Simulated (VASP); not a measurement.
Given:

```
BaTiO3
1.0
    3.95146     0.00000     0.00000
    0.00000     3.95146     0.00000
    0.00000     0.00000     3.95146
Ba Ti O
1 1 3
Direct
  0.50000   0.50000   0.50000
  0.00000   0.00000   0.00000
  0.50000   0.00000   0.00000
  0.00000   0.50000   0.00000
  0.00000   0.00000   0.50000
```

Calculation: LDA (Ceperley-Alder, Perdew-Zunger) with spin-orbit coupling, VASP's LDA PAW potentials (set 64) (plane waves; VASP). Run with 520 eV cut-off, 5×5×5 Γ-centred mesh, Gaussian smearing of 0.050 eV, potentials Ba_sv Ti_sv O.

Estimate the energy per atom (σ→0), band gap (over mesh and band path) with the smallest direct gap where there is one.

```json
{
 "band gap (over mesh and band path)": "1.71 eV",
 "smallest direct gap (over mesh and band path)": "1.76 eV",
 "energy per atom (σ→0)": "-8.872 eV/atom"
}
```

The absolute energy has meaning only against runs of the same code, potentials and settings.

The structure comes from a computed database's BaTiO3 entry (Pm-3m); how it stands against other phases isn't given here. It was relaxed first.
